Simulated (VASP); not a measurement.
Method: PBEsol GGA, VASP's PBE PAW potentials (set 64) (plane waves; VASP 6.6.1). For the alloy's cell: Settings: 400 eV cut-off, 9×9×3 Γ-centred mesh, tetrahedra with Blöchl corrections, potentials In_d Sb As.

```json
[
 {"end member": "InAs (zinc blende)", "E (eV/atom)": "-4.2451", "V (Å³/atom)": "28.24", "gap (eV)": "0.00"},
 {"end member": "InSb (zinc blende)", "E (eV/atom)": "-3.8500", "V (Å³/atom)": "34.62", "gap (eV)": "0.00"}
]
```

An ordered cell with a fraction 0.75 of the second end member relaxes to

```cif
data_AsIn4Sb3
_chemical_formula_sum 'In4 Sb3 As1'
_space_group_name_H-M_alt 'P 1'
_space_group_IT_number 1
_cell_length_a 4.53585
_cell_length_b 4.53585
_cell_length_c 18.15119
_cell_angle_alpha 60.014
_cell_angle_beta 60.014
_cell_angle_gamma 60.000
loop_
_space_group_symop_operation_xyz
  'x, y, z'
loop_
_atom_site_label
_atom_site_type_symbol
_atom_site_fract_x
_atom_site_fract_y
_atom_site_fract_z
_atom_site_occupancy
In1 In 0.01402 0.01402 0.98949 1
In2 In 0.00513 0.00513 0.24615 1
In3 In 0.99573 0.99573 0.50320 1
In4 In 0.98578 0.98578 0.76066 1
Sb1 Sb 0.25832 0.25832 0.05626 1
Sb2 Sb 0.24925 0.24925 0.31307 1
Sb3 Sb 0.24026 0.24026 0.56980 1
As1 As 0.25152 0.25152 0.81136 1
```

Unless said otherwise, spin-orbit coupling is left out, though it shifts the bands of the heavy elements here.

Question: Estimate the mixing energy, the deviation from a linear volume and the gap.

Answer: Its energy is -3.9309 eV/atom, so the mixing energy is 18 meV/atom. The volume of 33.01 Å³/atom lies -0.0 % from the linear mean. The cell is without a gap at this level.
